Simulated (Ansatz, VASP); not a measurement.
## One calculation of MgBe2SeO2, two programs

```
CELL_PARAMETERS angstrom
4.12615 0.00000 0.00000
-2.06308 3.57335 0.00000
0.00000 0.00000 6.47540
ATOMIC_POSITIONS crystal
Mg 0.33333 0.66667 0.50000
Be 0.66667 0.33333 0.00000
Be 0.00000 0.00000 0.50000
Se 0.33333 0.66667 0.00000
O 0.66667 0.33333 0.26722
O 0.66667 0.33333 0.73278
```

Alike in both runs: task relaxation of cell and atoms; functional PBE; k mesh 6 × 6 × 4; occupations gaussian, width 0.1 eV; no spin polarisation.

|  | VASP | Ansatz |
| --- | --- | --- |
| version | VASP 6.6.1 | Ansatz 0.2.0 |
| potentials or method | VASP PAW PBE potentials, release 64 (Mg, Be, Se, O) | scalar-relativistic, plane waves, PAW |
| plane-wave cutoff (eV) | 600 | 420 |
| valence electrons in the cell | 24 | 42 |

Ansatz gave:

| Item | Value |
| --- | --- |
| gap on the k mesh at the Fermi level, each at its own relaxed structure (eV) | none |
| relaxed volume (Å³/atom) | 13.07 |
| relaxed cell length with the largest relative difference (Å) | 5.707 |
| energy change over the relaxation (meV/atom) | -186 |

Which values does VASP return?

gap on the k mesh at the Fermi level, each at its own relaxed structure (eV): none; relaxed volume (Å³/atom): 13.06; relaxed cell length with the largest relative difference (Å): 5.704; energy change over the relaxation (meV/atom): -189.

A gap of «none» marks a metal or a gap that the smearing closes. The two sets of potentials don't hold the same shells in valence.

Caveats: the volume moved by over 15 % at a fixed basis, so the end points are rough (VASP).
